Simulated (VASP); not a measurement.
# G0W0 gap of BAs against strain, part 2 of 4

Wanted: the deformation potential of the gap of BAs, from G0W0. The cell is of the zinc-blende type, one of the forms listed for this formula, which need not be the common one. The start is a cell from a database of measured crystal structures.

VASP 6.6.1, plane waves and PAW; the level of theory is named at each step.

So far, gap on the k-mesh (eV): step 3 (empty bands) 1.26.

**4. G0W0**

This step: G0W0 on PBE; plane waves and PAW (As_GW, B_GW) (VASP 6.6.1).

One pass of GW corrects the levels to first order, with G and W from the starting orbitals.

INCAR

```
SYSTEM = BAs
PREC = Accurate
ENCUT = 340
ISMEAR = 0
SIGMA = 0.01
LREAL = .FALSE.
GGA = PE
NBANDS = 120
ALGO = EVGW0
NELMGW = 1
ENCUTGW = 150
NOMEGA = 48
PRECFOCK = Fast
NBANDSGW = 16
LWAVE = .FALSE.
LCHARG = .FALSE.
```

POSCAR

```
BAs
1.0
    0.0000000000      2.3885000000      2.3885000000
    2.3885000000      0.0000000000      2.3885000000
    2.3885000000      2.3885000000      0.0000000000
As B
1 1
Direct
    0.7500000000      0.7500000000      0.7500000000
    0.0000000000      0.0000000000      0.0000000000
```

KPOINTS

```
Automatic mesh
0
Gamma
6 6 6
0 0 0
```

The projector-augmented-wave data sets are As_GW and B_GW (PBE family, release 64).

Launch:

```bash
mpirun -np 8 vasp_std
```

The log of the run:

```text
[banner, memory and clock lines left out]
running    8 mpi-ranks, on    1 nodes
 distrk:  each k-point on    8 cores,    1 groups
 distr:  one band on    1 cores,    8 groups

 POSCAR found type information on POSCAR AsB
 POSCAR found :  2 types and       2 ions
 [... a notice as in an earlier step ...]

|                                                                             |
|           W    W    AA    RRRRR   N    N  II  N    N   GGGG   !!!           |
|           W    W   A  A   R    R  NN   N  II  NN   N  G    G  !!!           |
|           W    W  A    A  R    R  N N  N  II  N N  N  G       !!!           |
|           W WW W  AAAAAA  RRRRR   N  N N  II  N  N N  G  GGG   !            |
|           WW  WW  A    A  R   R   N   NN  II  N   NN  G    G                |
|           W    W  A    A  R    R  N    N  II  N    N   GGGG   !!!           |
|                                                                             |
|     The default for ENCUTGWSOFT is different in this version of VASP.       |
|     please manually set ENCUTGWSOFT =150 in the INCAR file.                 |
|                                                                             |

 LDA part: xc-table for (Slater+PW92), standard interpolation
 found WAVECAR, reading the header
 POSCAR, INCAR and KPOINTS ok, starting setup
 FFT: planning ... GRIDC
 FFT: planning ... GRID_SOFT
 FFT: planning ... GRID
 reading WAVECAR
 the WAVECAR file was read successfully
 initial charge from wavefunction
 available memory per node:     32.46 GB, setting MAXMEM to     33234

 The Fermi energy was updated, please check that it is located mid-gap
 values below the HOMO (VB) or above the LUMO (CB) will cause erroneous energies
 E-fermi :   6.8067

 calculate exact exchange contribution
 the WAVEDER file was read successfully
energies w=
    0.000    0.000    0.533    0.000    1.065    0.000    1.592    0.000
    2.112    0.000    2.626    0.000    3.130    0.000    3.626    0.000
    4.112    0.000    4.589    0.000    5.058    0.000    5.519    0.000
    5.973    0.000    6.422    0.000    6.868    0.000    7.311    0.000
    7.753    0.000    8.197    0.000    8.644    0.000    9.097    0.000
    9.557    0.000   10.028    0.000   10.512    0.000   11.013    0.000
   11.534    0.000   12.079    0.000   12.654    0.000   13.263    0.000
   13.914    0.000   14.615    0.000   15.376    0.000   16.210    0.000
   17.131    0.000   18.159    0.000   19.319    0.000   20.644    0.000
   22.178    0.000   23.979    0.000   26.133    0.000   28.757    0.000
   32.031    0.000   36.235    0.000   41.830    0.000   49.638    0.000
   61.273    0.000   80.405    0.000  117.562    0.000  220.219    0.000
 responsefunction array rank=     128
 LDA part: xc-table for (Slater+PW92), standard interpolation

 min. memory requirement per mpi rank    111.5 MB, per node    892.4 MB

 allocating   6 responsefunctions rank=   128
 shmem allocating  48 responsefunctions rank=   128
 response function shared by NCSHMEM nodes    1
 Doing            6  frequencies on each core in blocks of           48
NQ=   1    0.0000    0.0000    0.0000,
|.........|.........|.........|.........|.........|.........|.........|.........
 performed        261000 updates of chi_q(r,r)
 total number of BLAS operations         26.75 Gflops
NQ=   2    0.1667    0.0000    0.0000,
|.........|.........|.........|.........|.........|.........|.........|.........
 performed        784000 updates of chi_q(r,r)
 total number of BLAS operations         89.03 Gflops
NQ=   3    0.3333    0.0000    0.0000,
|.........|.........|.........|.........|.........|.........|.........|.........
 performed       1307000 updates of chi_q(r,r)
 total number of BLAS operations        146.30 Gflops
NQ=   4    0.5000    0.0000    0.0000,
|.........|.........|.........|.........|.........|.........|.........|.........
 performed       1737000 updates of chi_q(r,r)
 total number of BLAS operations        195.94 Gflops
NQ=   5    0.1667    0.1667    0.0000,
|.........|.........|.........|.........|.........|.........|.........|.........
 performed       2260000 updates of chi_q(r,r)
 total number of BLAS operations        249.36 Gflops
NQ=   6    0.3333    0.1667    0.0000,
|.........|.........|.........|.........|.........|.........|.........|.........
 performed       3113000 updates of chi_q(r,r)
 total number of BLAS operations        339.64 Gflops
NQ=   7    0.5000    0.1667    0.0000,
|.........|.........|.........|.........|.........|.........|.........|.........
 performed       3966000 updates of chi_q(r,r)
 total number of BLAS operations        429.91 Gflops
NQ=   8   -0.3333    0.1667    0.0000,
|.........|.........|.........|.........|.........|.........|.........|.........
 performed       4819000 updates of chi_q(r,r)
 total number of BLAS operations        520.18 Gflops
NQ=   9   -0.1667    0.1667    0.0000,
|.........|.........|.........|.........|.........|.........|.........|.........
 performed       5549000 updates of chi_q(r,r)
 total number of BLAS operations        592.18 Gflops
NQ=  10    0.3333    0.3333    0.0000,
|.........|.........|.........|.........|.........|.........|.........|.........
 performed       6072000 updates of chi_q(r,r)
 total number of BLAS operations        645.60 Gflops
NQ=  11    0.5000    0.3333    0.0000,
|.........|.........|.........|.........|.........|.........|.........|.........
 performed       6925000 updates of chi_q(r,r)
 total number of BLAS operations        734.31 Gflops
NQ=  12   -0.3333    0.3333    0.0000,
|.........|.........|.........|.........|.........|.........|.........|.........
 performed       7655000 updates of chi_q(r,r)
 total number of BLAS operations        812.93 Gflops
NQ=  13    0.5000    0.5000    0.0000,
|.........|.........|.........|.........|.........|.........|.........|.........
 performed       8032000 updates of chi_q(r,r)
 total number of BLAS operations        853.53 Gflops
NQ=  14    0.5000    0.3333    0.1667,
|.........|.........|.........|.........|.........|.........|.........|.........
 performed       9000000 updates of chi_q(r,r)
 total number of BLAS operations        947.27 Gflops
NQ=  15   -0.3333    0.3333    0.1667,
|.........|.........|.........|.........|.........|.........|.........|.........
 performed       9907000 updates of chi_q(r,r)
 total number of BLAS operations       1038.29 Gflops
NQ=  16   -0.3333    0.5000    0.1667,
|.........|.........|.........|.........|.........|.........|.........|.........
 performed      10641000 updates of chi_q(r,r)
 total number of BLAS operations       1109.36 Gflops
 resolving degeneracies of screened two electron integrals

 calculate QP shifts <psi_nk| G(iteration)W_0 |psi_nk>: iteration 1
 entering main loop
```

Run time: 39 s. Hardware: 8 MPI ranks of AMD EPYC 9R45, shared host; peak memory 1.2 GiB; 4.1 min of CPU time.

OUTCAR, selected parts (step 4):

```text
The static configuration has the point symmetry T_d .

 Found     16 irreducible k-points:

   k-points           NKPTS =     16   k-points in BZ     NKDIM =    216   number of bands    NBANDS=    120

   NELECT =       8.0000    total number of electrons

 E-fermi :   6.8067

 QP shifts <psi_nk| G(iteration)W_0 |psi_nk>: iteration 1
 for sc-GW calculations column KS-energies equals QP-energies in previous step
 and V_xc(KS)=  KS-energies - (<T + V_ion + V_H > + <T+V_H+V_ion>^1  + <V_x>^1)
 k-point   1 :       0.0000    0.0000    0.0000
  band No.  KS-energies  QP-energies   sigma(KS)   V_xc(KS)     V^pw_x(r,r')   Z            occupation Imag(sigma)
      1      -9.2365     -10.0079     -12.7604     -11.6549     -19.6016       0.6977       2.0000       1.2377
      2       6.1743       5.6393     -13.2664     -12.5865     -13.9902       0.7869       2.0000       0.0735
      3       6.1743       5.6393     -13.2664     -12.5865     -13.9902       0.7869       2.0000       0.0735
      4       6.1743       5.6393     -13.2664     -12.5865     -13.9902       0.7869       2.0000       0.0735
      5       9.4405       9.7341     -11.0152     -11.3898      -6.7578       0.7840       0.0000      -0.0605
      6       9.4405       9.7341     -11.0152     -11.3898      -6.7578       0.7840       0.0000      -0.0605
      7       9.4405       9.7341     -11.0152     -11.3898      -6.7578       0.7840       0.0000      -0.0605
      8      10.8291      11.3772     -11.8974     -12.6195      -6.6662       0.7589       0.0000      -0.0942
    ...

 k-point   2 :       0.1667    0.0000    0.0000
  band No.  KS-energies  QP-energies   sigma(KS)   V_xc(KS)     V^pw_x(r,r')   Z            occupation Imag(sigma)
      1      -8.7832      -9.5484     -12.7835     -11.6950     -19.4607       0.7030       2.0000       1.1830
      2       3.2123       2.5829     -12.8640     -12.0461     -14.5714       0.7695       2.0000       0.0979
      3       5.4914       4.9457     -13.0989     -12.4031     -14.0149       0.7844       2.0000       0.0753
      4       5.4914       4.9457     -13.0989     -12.4031     -14.0149       0.7844       2.0000       0.0753
      5       9.4592       9.7825     -11.2167     -11.6312      -6.7505       0.7799       0.0000      -0.0668
      6      10.3277      10.6359     -11.1508     -11.5471      -6.6000       0.7776       0.0000      -0.0704
      7      10.3277      10.6359     -11.1508     -11.5471      -6.6000       0.7776       0.0000      -0.0704
      8      12.8060      13.2212     -11.6819     -12.2357      -6.0004       0.7497       0.0000      -0.1401
    ...

 k-point   3 :       0.3333    0.0000    0.0000
  band No.  KS-energies  QP-energies   sigma(KS)   V_xc(KS)     V^pw_x(r,r')   Z            occupation Imag(sigma)
      1      -7.5163      -8.2457     -12.8680     -11.8490     -19.0884       0.7158       2.0000       1.0193
      2      -0.5728      -1.3022     -12.6132     -11.6200     -16.0098       0.7343       2.0000       0.2369
      3       4.6567       4.0691     -13.0809     -12.3271     -14.3613       0.7796       2.0000       0.0835
      4       4.6567       4.0691     -13.0809     -12.3271     -14.3613       0.7796       2.0000       0.0835
      5       9.0191       9.3076     -11.2466     -11.6158      -6.8115       0.7814       0.0000      -0.0668
      6      10.9931      11.2720     -10.8198     -11.1792      -5.9786       0.7762       0.0000      -0.0874
      7      10.9931      11.2720     -10.8198     -11.1792      -5.9786       0.7762       0.0000      -0.0874
      8      14.8480      15.0988     -10.4943     -10.8306      -4.1423       0.7457       0.0000      -0.2486
    ...

[... 7 parts as in an earlier step ...]

[... 5 further parts left out ...]
```

This step gave:

* quasiparticle gap on the mesh: 1.873 eV
* smallest direct quasiparticle gap on the mesh: 4.095 eV
* gap of the starting orbitals on the mesh: 1.265 eV

GW takes the gap from 1.265 to 1.873 eV. The mesh misses a band edge: at the starting level the path gave a gap 0.10 eV smaller. Spin-orbit coupling is left out. The value holds for 120 bands, ENCUTGW = 150 eV and this mesh, and isn't shown to be converged in them.

**5. Ground state of a strained cell, scale 0.94**

This step: PBE; plane waves and PAW (As_GW, B_GW) (VASP 6.6.1).

The volume is scaled by 0.94, at the same cutoff, mesh and band count, and the chain is run again.

INCAR

```
SYSTEM = BAs
PREC = Accurate
ENCUT = 340
EDIFF = 1E-08
NELM = 100
ISMEAR = 0
SIGMA = 0.01
LREAL = .FALSE.
ALGO = Normal
GGA = PE
NBANDS = 10
LORBIT = 11
LWAVE = .TRUE.
LCHARG = .FALSE.
KPAR = 8
```

POSCAR

```
BAs
1.0
    0.0000000000      2.3397414207      2.3397414207
    2.3397414207      0.0000000000      2.3397414207
    2.3397414207      2.3397414207      0.0000000000
As B
1 1
Direct
    0.7500000000      0.7500000000      0.7500000000
    0.0000000000      0.0000000000      0.0000000000
```

KPOINTS is that of step 4.

Launch:

```bash
mpirun -np 8 vasp_std
```

The log of the run:

```text
[banner, memory and clock lines left out]
running    8 mpi-ranks, on    1 nodes
 distrk:  each k-point on    1 cores,    8 groups
 distr:  one band on    1 cores,    1 groups

 POSCAR found type information on POSCAR AsB
 POSCAR found :  2 types and       2 ions
 [... a notice as in an earlier step ...]

 LDA part: xc-table for (Slater+PW92), standard interpolation
 POSCAR, INCAR and KPOINTS ok, starting setup
 FFT: planning ... GRIDC
 FFT: planning ... GRID_SOFT
 FFT: planning ... GRID
 WAVECAR not read
 entering main loop
       N       E                     dE             d eps       ncg     rms          rms(c)
DAV:   1     0.976047380019E+01    0.97605E+01   -0.32784E+03   320   0.580E+02
DAV:   2    -0.115350704857E+02   -0.21296E+02   -0.20707E+02   484   0.109E+02
DAV:   3    -0.120944186819E+02   -0.55935E+00   -0.55838E+00   390   0.159E+01
DAV:   4    -0.120985832270E+02   -0.41645E-02   -0.41642E-02   406   0.159E+00
DAV:   5    -0.120986624471E+02   -0.79220E-04   -0.79220E-04   408   0.156E-01    0.436E+00
DAV:   6    -0.113784595821E+02    0.72020E+00   -0.20134E+00   470   0.773E+00    0.179E+00
DAV:   7    -0.113035334658E+02    0.74926E-01   -0.22190E-01   422   0.261E+00    0.750E-01
DAV:   8    -0.112953351331E+02    0.81983E-02   -0.21377E-02   358   0.945E-01    0.783E-02
DAV:   9    -0.112957270267E+02   -0.39189E-03   -0.60638E-04   394   0.173E-01    0.420E-02
DAV:  10    -0.112958493483E+02   -0.12232E-03   -0.19096E-04   352   0.963E-02    0.808E-03
DAV:  11    -0.112958485542E+02    0.79410E-06   -0.53605E-06   386   0.140E-02    0.415E-03
DAV:  12    -0.112958489479E+02   -0.39379E-06   -0.17024E-06   368   0.924E-03    0.605E-04
DAV:  13    -0.112958489419E+02    0.60081E-08   -0.51896E-08   380   0.159E-03
   1 F= -.11295849E+02 E0= -.11295849E+02  d E =-.239577E-25
 writing wavefunctions
```

It took 1.2 s on 8 MPI ranks; peak memory 0.74 GiB; 4.5 s of CPU time.

OUTCAR, selected parts (step 5):

```text
   ENCUT  =  340.0 eV  24.99 Ry    5.00 a.u.   4.97  4.97  4.97*2*pi/ulx,y,z

   NELECT =       8.0000    total number of electrons

 E-fermi :   6.9495

 k-point     1 :       0.0000    0.0000    0.0000
  band No.  band energies     occupation
      1      -9.1143      2.00000
      2       6.8792      2.00000
      3       6.8792      2.00000
      4       6.8792      2.00000
      5      10.2246      0.00000
      6      10.2246      0.00000
      7      10.2246      0.00000
      8      12.3311      0.00000
      9      16.7526      0.00000
    ...

  Total        2.0897758      2.0897758      2.0897758     -0.0000000      0.0000000     -0.0000000
  in kB      130.7003350    130.7003350    130.7003350     -0.0000000      0.0000000     -0.0000000
  external PRESSURE =     130.7003350 kB  Pullay stress =       0.0000000 kB

 POSITION                                       TOTAL-FORCE (eV/Angst)
 -----------------------------------------------------------------------------------
      3.50961      3.50961      3.50961         0.000000     -0.000000      0.000000
      0.00000      0.00000      0.00000        -0.000000      0.000000     -0.000000
 -----------------------------------------------------------------------------------
    total drift:                               -0.000001     -0.000001     -0.000001

  FREE ENERGIE OF THE ION-ELECTRON SYSTEM (eV)
  ---------------------------------------------------
  free  energy   TOTEN  =       -11.2958489419 eV

  energy  without entropy=      -11.2958489419  energy(sigma->0) =      -11.29584894

[... 4 parts as in an earlier step ...]

[... 12 further parts left out ...]
```

This step gave:

```
free energy (TOTEN)            : -11.30 eV
Fermi energy                   : 6.949 eV
pressure                       : 13.07 GPa
gap on the k-mesh              : 1.211 eV
least direct gap on the k-mesh : 3.345 eV
```

The run ends at a pressure of 13.07 GPa.

**6. Empty bands, scale 0.94**

The empty bands are made again, for the run that follows.

INCAR

```
SYSTEM = BAs
PREC = Accurate
ENCUT = 340
ISMEAR = 0
SIGMA = 0.01
LREAL = .FALSE.
GGA = PE
NBANDS = 120
ALGO = Exact
NELM = 1
LWAVE = .TRUE.
LCHARG = .FALSE.
LOPTICS = .TRUE.
NEDOS = 1000
CSHIFT = 0.1
```

POSCAR is that of step 5.

KPOINTS is that of step 5.

Launch:

```bash
mpirun -np 8 vasp_std
```

The log of the run:

```text
[... set-up lines as in an earlier step ...]
 entering main loop
       N       E                     dE             d eps       ncg     rms          rms(c)
DIA:   1    -0.112958490341E+02   -0.11296E+02    0.00000E+00     0   0.000E+00
   1 F= -.11295849E+02 E0= -.11295849E+02  d E =-.377981E-40
 writing wavefunctions
 optical routines
 imaginary and real dielectric function
 recalculating local potential from charge density
 direction            1
 direction            2
 direction            3
```

The job ended after 1.8 s (8 MPI ranks; peak memory 0.66 GiB; 8.5 s of CPU time).

Parts of OUTCAR (step 6):

```text
  Total        2.0903591      2.0903591      2.0903591     -0.0000000     -0.0000000     -0.0000000
  in kB      130.7368158    130.7368158    130.7368158     -0.0000000     -0.0000000     -0.0000000
  external PRESSURE =     130.7368158 kB  Pullay stress =       0.0000000 kB

 POSITION                                       TOTAL-FORCE (eV/Angst)
 -----------------------------------------------------------------------------------
      3.50961      3.50961      3.50961        -0.000000     -0.000000     -0.000000
      0.00000      0.00000      0.00000         0.000000      0.000000      0.000000
 -----------------------------------------------------------------------------------
    total drift:                               -0.000001     -0.000001     -0.000001

  FREE ENERGIE OF THE ION-ELECTRON SYSTEM (eV)
  ---------------------------------------------------
  free  energy   TOTEN  =       -11.2958490341 eV

  energy  without entropy=      -11.2958490341  energy(sigma->0) =      -11.29584903

[... 2 parts as in an earlier step ...]

[... 1 further part left out ...]
[key lines of the parts left out:]
E-fermi :   6.9706
```

(Part 2 of 4 ends here.)

[Lines on the potential files, build, host, timing and source positions are cut from VASP's logs without a mark.]

[Logs are printed without paths, hosts, clocks, repeated set-up lines and the standing remarks that a program may print on its own settings, such as how far it seeks lower states.]

[Hosts, paths, dates, database ids (printed as entryN), source tags and the programs' standing remarks are cut or masked in the printed files.]

[Pressures printed for these runs are not shown converged in the cutoff: they can be off by several GPa and have the wrong sign.]

[In band tables of VASP the shares of atoms and orbitals are scaled to a sum of 1 inside the atoms' spheres.]
